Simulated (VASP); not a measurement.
Input:

```
CELL_PARAMETERS angstrom
      0.00000     1.78672     1.78672
      1.78672     0.00000     1.78672
      1.78672     1.78672     0.00000
ATOMIC_POSITIONS crystal
  C  0.00000 0.00000 0.00000
  C  0.25000 0.25000 0.25000
```

Method: Hartree-Fock, VASP's PBE PAW potentials (set 64) (plane waves; VASP 6.6.1). Numerical set-up: 520 eV cut-off, 10×10×10 Γ-centred mesh, Gaussian smearing of 0.050 eV, potentials C.

Task: Predict the energy per atom (σ→0), pressure, band gap (over the mesh, the named points and PBE's band edges) with the smallest direct gap where there is one.

Result: 
* **band gap (over the mesh, the named points and PBE's band edges)**: 12.54 eV
* **smallest direct gap (over the mesh, the named points and PBE's band edges)**: 14.72 eV
* **energy per atom (σ→0)**: -15.303 eV/atom
* **pressure**: -8.19 GPa

The compound is C in the diamond structure. It was relaxed first.
